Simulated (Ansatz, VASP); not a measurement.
# Cross-check of Ga2O3 between VASP and Ansatz

Wanted: the spread between two codes on one cell, functional and k mesh. The cell is taken from a series of runs on this material, whose earlier steps may have relaxed, scaled, displaced or heated it; both programs get it as it stands.

Main program and level: Ansatz 0.2.0; plane waves, with VASP 6.6.1 beside it; single point at PBE0.

## 1. Starting point

It takes space group R-3c (No. 167, trigonal). Conventional cell: a = 4.997 Å, b = 4.997 Å, c = 13.451 Å, α = 90.00°, β = 90.00°, γ = 120.00°. Ga has 6 O at 1.93 to 2.08 Å nearest. Nearest to O lie 4 Ga at 1.93 to 2.08 Å. Farther neighbours and most contacts between anions are not listed.

## 2. Ansatz: single point, PBE0

Ansatz runs on its default PAW (the set named soft_2) files.

With cell and atoms fixed, the geometry can't cause a difference; cores, projectors, grids and the points listed under the comparison can.

The input, input.yaml:

```yaml
crystal:
  lattice:
    - [2.4986991939, 1.4426246522, 4.4835497685]
    - [-2.4986991939, 1.4426246522, 4.4835497685]
    - [0.0, -2.8852493044, 4.4835497685]
  atoms:
    - { symbol: Ga, position: [0.85558558, 0.85558558, 0.85558558] }
    - { symbol: Ga, position: [0.64441442, 0.64441442, 0.64441442] }
    - { symbol: Ga, position: [0.14441442, 0.14441442, 0.14441442] }
    - { symbol: Ga, position: [0.35558558, 0.35558558, 0.35558558] }
    - { symbol: O, position: [0.75, 0.44683282, 0.05316718] }
    - { symbol: O, position: [0.44683282, 0.05316718, 0.75] }
    - { symbol: O, position: [0.05316718, 0.75, 0.44683282] }
    - { symbol: O, position: [0.25, 0.55316718, 0.94683282] }
    - { symbol: O, position: [0.94683282, 0.25, 0.55316718] }
    - { symbol: O, position: [0.55316718, 0.94683282, 0.25] }
kpoints:
  mp_grid: { grid: [4, 4, 4] }
  band_path:
    path:
      - [0.0, 0.0, 0.0]
      - [0.5, 0.5, 0.5]
      - [0.76431389, 0.23568611, 0.5]
      - [0.5, -0.23568611, 0.23568611]
      - [0.5, 0.0, 0.0]
      - [0.36784305, -0.36784305, 0.0]
      - [0.63215695, 0.0, 0.36784305]
      - [0.5, 0.0, 0.5]
      - [0.0, 0.1666666667, -0.1666666667]
    npoints: 1
hamiltonian:
  xc: pbe0
scf:
  occupations: { method: fixed }
  n_extra_bands: 7
output:
  eigenvalues: true
```

On the command line:

```bash
ansatz run input.yaml --threads 3 --pin off --max-ram 92160MiB --backend cuda --devices 1 --max-vram 13GiB --events-out ev --progress --plain --runs-dir out
```

Numbers of over 12 decimals in the logs are rounded to 6 here.

The program printed:

```text
scf.n_extra_bands = 7 over 44 filled bands (N_el = 88.0): the run solves 51 bands
GPUs: using 1 of 1 available (devices: 1).
Engine: ansatz 0.2.0, x86_64-unknown-linux-gnu
Pseudopotentials: kind: paw
Pseudopotential: Ga, paw, valence charge 13, recommended cutoff 420 eV (normal), Ga.paw.azcp
Pseudopotential: O, paw, valence charge 6, recommended cutoff 420 eV (normal), O.paw.azcp
Functional definition: PBE0
  parameter a = 0.25
  parameter kappa = 0.804
  parameter beta = 0.066725
  exchange = (1 - a)*pbe_x(kappa = kappa, mu = beta*pi^2/3) + a*exact_x
  correlation = pbe_c(beta = beta)
davidson cushion auto → on  (no smearing: the cushion is to keep the highest requested band from converging to the state above it; pin scf.eigensolver.cushion to override)
device memory: the entry about to start is reckoned to put 2.2 GiB on a device that reports 34.5 GiB free (of which the cap on the GPU budget leaves the run 13.0 GiB)
GPU FFT provider: cuFFT
GPU libraries: cuBLAS 13.8.2, cuFFT 12.4.0, cuSOLVER 12.3.4
Crystal: 10 atoms, lattice volume = 96.971 Å³
Basis set: ecut = 420 eV, 1899 PW (Γ)
Bands: 51, of which v1, the nominal top of the filled ones, is band 44 counted from 1 (43 counted from 0)
Symmetry: 12 space group operations
Space group: R-3c (ITA 167), of the structure as read, at distance tolerance 4.6e-5 Å
k-points: 13 of 64
Non-local potential: Ga, projectors of the file, l = 0: 2, l = 1: 2, l = 2: 3, l = 3: 1
Non-local potential: O, projectors of the file, l = 0: 2, l = 1: 2, l = 2: 1
PAW form: soft (Blöchl's): semilocal exchange-correlation on the pseudo side does not see the compensation charge
PAW frozen core: Ga, regenerated for the run's functional, and the local potential with it (the file was generated under x = pbe(κ = 0.804, μ = 0.219515), c = pbe(β = 0.066725))
PAW frozen core: O, regenerated for the run's functional, and the local potential with it (the file was generated under x = pbe(κ = 0.804, μ = 0.219515), c = pbe(β = 0.066725))
PAW one-centre angular grid: Ga, 590 points (default); XC on 64 Gauss nodes
PAW one-centre angular grid: O, 110 points (default); XC on 64 Gauss nodes
Initial density: superposition of atomic densities (neutral atoms: chi_scale 0, normalization atom), corrected by the library's trained network
Initial wavefunctions: pseudopotential atomic-orbital guess
GPU buffer pool allocated for 46656 grid points (all kernels)
GPU transforms: local potential and band sums: pruned to the plane-wave sphere, on 36×36×36
Functional: x = pbe(κ = 0.804, μ = 0.219515), c = pbe(β = 0.066725), warm-up for x = 0.75 pbe(κ = 0.804, μ = 0.219515) + 0.25 exact, c = pbe(β = 0.066725)
SCF iter   1: F=—  HF=-18539.742619 eV  |F-HF|=—  |Δ(HF+E_count)|=         —  Δρ=1.11e-3  dr2=3.29e-4  ethr=1.77e-3  ⟨swp⟩=2.0  Hψ=4436  notcnv=0
preconditioner: auto → none  [insulator: Δε(μ)=2.824 eV  Ē_g=17.091 eV  n_scr=26 (ndim 8)  ℏωp=35.4 eV  f_vac=0.015]
SCF iter   2: F=-18539.744144 eV  HF=-18539.743808 eV  |F-HF|=3.36e-4  |Δ(HF+E_count)|=   1.19e-3  Δρ=5.59e-4  dr2=7.69e-5  ethr=3.73e-7  ⟨swp⟩=5.5  Hψ=2704  notcnv=0  defer=1
SCF 1 stopped early in 2 iterations: F = -18539.744144 eV  dr2 = 7.69e-5
  greatest PAW one-centre occupation: 0.998 electrons in one spin orbital (limit 2), on the Ga atom at site 3 (counted from 0), in its partial waves of l = 2
device memory: the entry about to start is reckoned to put 2.7 GiB on a device that reports 34.2 GiB free (of which the cap on the GPU budget leaves the run 13.0 GiB)
GPU FFT provider: cuFFT
GPU libraries: cuBLAS 13.8.2, cuFFT 12.4.0, cuSOLVER 12.3.4
Initial density: handed on by an earlier stage of this run
Initial wavefunctions: those handed on with the density
GPU buffer pool allocated for 46656 grid points (all kernels)
GPU transforms: local potential and band sums: pruned to the plane-wave sphere, on 36×36×36
Functional: x = 0.75 pbe(κ = 0.804, μ = 0.219515) + 0.25 exact, c = pbe(β = 0.066725)
Exchange kernel: α = 0.2500, full range, Wigner–Seitz truncation, v(0) = 11700.2697 eV·Å³, q-mesh 4×4×4, nearest image of the exchange supercell L = 19.99 Å, pair-density grid 24×24×24, without the augmentation charges, whose exchange is taken in its separable form by FFT convolution over the k-point mesh (sized by the pseudopotential files, 30×30×30 at the most), smooth part of the exact exchange by density-matrix convolution in up to 2.54 GiB of GPU memory as planned if the GPU has room (build and FFT work areas not counted)
Frozen-core exchange: fock
SCF iter   1: F=—  HF=-18541.832271 eV  |F-HF|=—  |Δ(HF+E_count)|=         —  Δρ=1.68e-2  dr2=1.11e-1  ethr=8.74e-7  ⟨swp⟩=7.3  Hψ=3585  notcnv=0
preconditioner: auto → none  [insulator: Δε(μ)=5.248 eV  Ē_g=21.058 eV  n_scr=26 (ndim 8)  ℏωp=35.4 eV  f_vac=0.016]
SCF iter   2: F=—  HF=-18541.788214 eV  |F-HF|=—  |Δ(HF+E_count)|=   4.41e-2  Δρ=5.88e-3  dr2=1.87e-2  ethr=8.74e-7  ⟨swp⟩=4.0  Hψ=2793  notcnv=0
SCF iter   3: F=—  HF=-18541.845149 eV  |F-HF|=—  |Δ(HF+E_count)|=   5.69e-2  Δρ=4.46e-3  dr2=8.72e-3  ethr=8.74e-7  ⟨swp⟩=4.2  Hψ=2780  notcnv=0
SCF iter   4: F=—  HF=-18541.843051 eV  |F-HF|=—  |Δ(HF+E_count)|=   2.10e-3  Δρ=1.11e-3  dr2=5.47e-4  ethr=8.74e-7  ⟨swp⟩=3.5  Hψ=2139  notcnv=0
SCF iter   5: F=—  HF=-18541.844237 eV  |F-HF|=—  |Δ(HF+E_count)|=   1.19e-3  Δρ=6.93e-4  dr2=3.48e-4  ethr=4.32e-7  ⟨swp⟩=3.5  Hψ=1790  notcnv=0
iter 6 solved again at ethr=2.09e-8 eV; its pass at ethr=3.73e-7 eV (dr2=1.84e-5 eV) is discarded
SCF iter   6: F=-18541.844126 eV  HF=-18541.844144 eV  |F-HF|=1.76e-5  |Δ(HF+E_count)|=   9.34e-5  Δρ=1.41e-4  dr2=3.79e-5  ethr=2.09e-8  ⟨swp⟩=2.2  Hψ=3258  notcnv=0
SCF 2 stopped early in 6 iterations: F = -18541.844126 eV  dr2 = 3.79e-5
  greatest PAW one-centre occupation: 0.998 electrons in one spin orbital (limit 2), on the Ga atom at site 2 (counted from 0), in its partial waves of l = 2
hybrid outer 1: dexx = +6.500e-2 eV, tail = 2.60e-4 eV
GPU FFT provider: cuFFT
GPU libraries: cuBLAS 13.8.2, cuFFT 12.4.0, cuSOLVER 12.3.4
GPU buffer pool allocated for 46656 grid points (all kernels)
GPU transforms: local potential and band sums: pruned to the plane-wave sphere, on 36×36×36
Exchange kernel: α = 0.2500, full range, Wigner–Seitz truncation, v(0) = 11700.2697 eV·Å³, q-mesh 4×4×4, nearest image of the exchange supercell L = 19.99 Å, pair-density grid 24×24×24, without the augmentation charges, whose exchange is taken in its separable form by FFT convolution over the k-point mesh (sized by the pseudopotential files, 30×30×30 at the most), smooth part of the exact exchange by density-matrix convolution in up to 2.54 GiB of GPU memory as planned if the GPU has room (build and FFT work areas not counted)
Frozen-core exchange: fock
SCF iter   1: F=—  HF=-18541.842428 eV  |F-HF|=—  |Δ(HF+E_count)|=         —  Δρ=4.29e-5  dr2=1.71e-6  ethr=1.48e-6  ⟨swp⟩=3.1  Hψ=1554  notcnv=0
preconditioner: auto → none  [insulator: Δε(μ)=5.316 eV  Ē_g=20.998 eV  n_scr=26 (ndim 8)  ℏωp=35.4 eV  f_vac=0.019]
SCF iter   2: F=—  HF=-18541.842441 eV  |F-HF|=—  |Δ(HF+E_count)|=   1.36e-5  Δρ=4.86e-5  dr2=1.30e-6  ethr=1.13e-9  ⟨swp⟩=5.2  Hψ=2826  notcnv=0  defer=1
iter 3 solved again at ethr=2.35e-11 eV; its pass at ethr=1.13e-9 eV (dr2=2.07e-8 eV) is discarded
SCF iter   3: F=—  HF=-18541.842441 eV  |F-HF|=—  |Δ(HF+E_count)|=   3.47e-7  Δρ=9.65e-6  dr2=1.06e-7  ethr=2.35e-11  ⟨swp⟩=3.2  Hψ=3596  notcnv=0
SCF iter   4: F=-18541.842441 eV  HF=-18541.842441 eV  |F-HF|=4.90e-8  |Δ(HF+E_count)|=   5.27e-7  Δρ=8.81e-6  dr2=4.46e-8  ethr=2.35e-11  ⟨swp⟩=5.3  Hψ=2740  notcnv=0  defer=3
SCF 3 converged in 4 iterations: F = -18541.842441 eV  dr2 = 4.46e-8
hybrid outer 2: dexx = +4.533e-6 eV, tail = 2.01e-7 eV, Δε = 3.62e-3 eV (about 1.29e-4 eV left of the loop's levels)
device memory: the entry about to start is reckoned to put 0.8 GiB on a device that reports 40.6 GiB free (of which the cap on the GPU budget leaves the run 13.0 GiB)
NSCF: frozen V_eff on 9 k-points
hybrid SCF converged: 2 outer / 10 inner (+2 warm-up), last move |dexx| = 4.53e-6 eV, tail = 2.01e-7 eV
Stability not checked: this state was not tested for a lower state beside it, because the functional holds exact exchange (a hybrid, or Hartree-Fock), whose exchange loop this test does not read (fock_operator; see scf.lower_state_search)
Free energy (F): -18541.842441 eV
Frozen-core exchange: fock
Harris-Foulkes:  -18541.842441 eV  (|F-HF|=4.90e-8)
Internal energy: -18541.842441 eV  (E = F + TS)
E sigma→0 (E₀):  -18541.842441 eV
Fermi energy:    7.472265 eV
--- Per-component energies (eV) ---
  E_band       = -237.998402
  E_kinetic    = 1526.272836
  E_local      = -8544.090035  (includes V_loc(G=0)·N_el)
  E_nonlocal   = 2024.950938
  E_hartree    = 3875.436384
  E_xc         = -548.948903
  E_vxc        = -609.800593  (∫ρ·V_xc dr)
  E_exx        = -348.424191  (= α·E_x^exact, valence–valence)
  E_paw        = -8773.538434  (= ΣΔE_a)
  E_vpaw       = -1689.359221  (= ΣTr[D̂ρ^β])
  E_aug_tail   = 0.014551  (compensation charges beyond the density's cutoff)
  E_ewald      = -7753.609124
  E_core_change = 0.093538  (= ΣΔE_core)
  E_smearing   = -0.000000  (= −TS)
  E_closure    = -0.000000  (closes the sum)
  Σ components = -18541.842441   (vs F -18541.842441, Δ=-3.64e-12)
--- Band table (eV; the first three rows and the last of 13) ---
  k-point 0: bands = [... 40 lower, 7.2000, 7.2452, 7.2770, 7.2770, 12.7886, 16.9919, 16.9922, 19.3493, ... 3 higher]
  k-point 1: bands = [... 40 lower, 6.8599, 6.9800, 7.3190, 7.4723, 14.3993, 16.7828, 17.6201, 18.5500, ... 3 higher]
  k-point 2: bands = [... 40 lower, 6.4682, 6.4682, 7.3500, 7.3500, 16.6435, 16.6435, 16.9904, 16.9904, ... 3 higher]
  k-point 12: bands = [... 40 lower, 7.2192, 7.2192, 7.2192, 7.2192, 16.0228, 16.0228, 18.2172, 18.2172, ... 3 higher]
```

## 3. VASP: single point, PBE0

The same cell, functional and mesh now go to VASP, with its own data sets.

Lines of VASP's logs that name or quote its potential files are left out, and so is its time.

The run reads the wave functions of an earlier VASP run, which isn't shown here.

The input, INCAR:

```
SYSTEM = Ga2O3
PREC = Accurate
ENCUT = 520
EDIFF = 1E-06
NELM = 100
ISMEAR = 0
SIGMA = 0.01
LREAL = .FALSE.
ALGO = Normal
LHFCALC = .TRUE.
AEXX = 0.25
GGA = PE
LASPH = .TRUE.
NBANDS = 54
PRECFOCK = Fast
LORBIT = 11
LWAVE = .FALSE.
LCHARG = .FALSE.
KPAR = 8
NCORE = 2
ISIF = 2
```

The input, POSCAR:

```
Ga2O3
1.0
    2.4986991939      1.4426246522      4.4835497685
   -2.4986991939      1.4426246522      4.4835497685
    0.0000000000     -2.8852493044      4.4835497685
Ga O
4 6
Direct
    0.8555855800      0.8555855800      0.8555855800
    0.6444144200      0.6444144200      0.6444144200
    0.1444144200      0.1444144200      0.1444144200
    0.3555855800      0.3555855800      0.3555855800
    0.7500000000      0.4468328200      0.0531671800
    0.4468328200      0.0531671800      0.7500000000
    0.0531671800      0.7500000000      0.4468328200
    0.2500000000      0.5531671800      0.9468328200
    0.9468328200      0.2500000000      0.5531671800
    0.5531671800      0.9468328200      0.2500000000
```

The input, KPOINTS:

```
Automatic mesh
0
Gamma
4 4 4
0 0 0
```

Potentials, in the order of the species: Ga_d and O (PBE family, release 64).

On the command line:

```bash
mpirun -np 16 vasp_std
```

The program printed:

```text
[banner, memory and clock lines left out]
running   16 mpi-ranks, on    1 nodes
 distrk:  each k-point on    2 cores,    8 groups
 distr:  one band on    2 cores,    1 groups

 POSCAR found type information on POSCAR GaO
 POSCAR found :  2 types and      10 ions
 LDA part: xc-table for (Slater+PW92), standard interpolation
 found WAVECAR, reading the header
 POSCAR, INCAR and KPOINTS ok, starting setup
 FFT: planning ... GRIDC
 FFT: planning ... GRID_SOFT
 FFT: planning ... GRID
 reading WAVECAR
 the WAVECAR file was read successfully
 initial charge from wavefunction
 entering main loop
       N       E                     dE             d eps       ncg     rms          rms(c)
DAV:   1    -0.793583276620E+02   -0.79358E+02   -0.25811E+00  2168   0.248E+01    0.115E+00
DAV:   2    -0.794004056567E+02   -0.42078E-01   -0.32958E-01  1970   0.507E+00    0.813E-01
DAV:   3    -0.793908299509E+02    0.95757E-02   -0.33506E-02  1936   0.145E+00    0.486E-01
DAV:   4    -0.793882087753E+02    0.26212E-02   -0.58983E-03  1826   0.539E-01    0.299E-01
DAV:   5    -0.793873810188E+02    0.82776E-03   -0.58372E-04  1904   0.231E-01    0.177E-01
DAV:   6    -0.793870778609E+02    0.30316E-03   -0.20069E-04  1762   0.111E-01    0.976E-02
DAV:   7    -0.793869812106E+02    0.96650E-04   -0.52214E-05  1808   0.516E-02    0.544E-02
DAV:   8    -0.793869478436E+02    0.33367E-04   -0.12071E-05  1760   0.279E-02    0.311E-02
DAV:   9    -0.793869361490E+02    0.11695E-04   -0.45430E-06  1500   0.174E-02    0.182E-02
DAV:  10    -0.793869320580E+02    0.40911E-05   -0.20795E-06  1136   0.109E-02    0.108E-02
DAV:  11    -0.793869304895E+02    0.15684E-05   -0.91195E-07   900   0.930E-03    0.637E-03
DAV:  12    -0.793869298479E+02    0.64161E-06   -0.51613E-07   864   0.751E-03
   1 F= -.79386930E+02 E0= -.79386930E+02  d E =-.154216E-17
```

[end of part 1 of 2]

[Lines on the potential files, build, host, timing and source positions are cut from VASP's logs without a mark.]

[Logs are printed without paths, hosts, clocks, repeated set-up lines and the standing remarks that a program may print on its own settings, such as how far it seeks lower states.]

[Hosts, paths, dates, database ids (printed as entryN), source tags and the programs' standing remarks are cut or masked in the printed files.]
